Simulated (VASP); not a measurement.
Input:

```
CELL_PARAMETERS angstrom
      0.00000     1.91532     1.91532
      1.91532     0.00000     1.91532
      1.91532     1.91532     0.00000
ATOMIC_POSITIONS crystal
  Rh 0.00000 0.00000 0.00000
```

All values below come from PBE GGA with D3 dispersion (Becke-Johnson damping), VASP's PBE PAW potentials (set 64) (plane waves; VASP). Run with 520 eV cut-off, 16×16×16 Γ-centred mesh, first-order Methfessel-Paxton smearing of 0.10 eV, potentials Rh_pv.

### Question
Estimate the energy per atom (σ→0), pressure, band gap (on the k-mesh) with the smallest direct gap where there is one.

### Answer

```yaml
band gap (on the k-mesh): none (metal, semimetal or under 0.01 eV)
energy per atom (σ→0): -7.890 eV/atom
pressure: -7.63 GPa
```

The compound is Rh in the fcc structure. This cell is one point of a volume scan, at 1.03 of the reference volume.
